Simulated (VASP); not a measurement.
Here is the system:

```
CELL_PARAMETERS angstrom
      2.82053     0.00000     0.00000
      0.00000     2.82053     0.00000
      0.00000     0.00000     2.82053
ATOMIC_POSITIONS crystal
  Al 0.50000 0.50000 0.50000
  Co 0.00000 0.00000 0.00000
```

Calculation: r2SCAN meta-GGA with spin-orbit coupling, VASP's PBE PAW potentials (set 64) (plane waves; VASP). Numerical set-up: 400 eV cut-off, 12×12×12 Γ-centred mesh, Gaussian smearing of 0.050 eV, potentials Al Co.

**Question.** Predict the energy per atom (σ→0), band gap (over mesh and band path) with the smallest direct gap where there is one.

**Answer.** 
```
Quantity                                                               Value
----------------------------------  ----------------------------------------
band gap (over mesh and band path)  none (metal, semimetal or under 0.01 eV)
energy per atom (σ→0)                                        -10.543 eV/atom
```

Only differences to runs with the same potentials and settings are physical.

The compound is CoAl in the CsCl type structure. It was relaxed first.
